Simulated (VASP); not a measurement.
Given:

```
CELL_PARAMETERS angstrom
      3.60790     0.00000     0.00000
     -1.80395     3.12453     0.00000
      0.00000     0.00000     4.29091
ATOMIC_POSITIONS crystal
  Ti 0.33333 0.66667 0.94026
  Ti 0.66667 0.33333 0.44026
  C  0.33333 0.66667 0.43474
  C  0.66667 0.33333 0.93474
```

The numbers are results of r2SCAN meta-GGA, VASP's PBE PAW potentials (set 64) (plane waves; VASP 6.6.1), not measurements. Run with 520 eV cut-off, 11×11×8 Γ-centred mesh, tetrahedra with Blöchl corrections, potentials Ti_sv C.

Question: Estimate the energy per atom (σ→0), band gap (over mesh and band path) with the smallest direct gap where there is one.

Answer: 
```json
{
 "band gap (over mesh and band path)": "none (metal, semimetal or under 0.01 eV)",
 "energy per atom (σ→0)": "-12.194 eV/atom"
}
```

Only differences to runs with the same potentials and settings are physical.

The structure was generated: TiC was put into the wurtzite type (P6_3mc), which need not be its known phase. It was relaxed first, which changed the volume by -40 %.
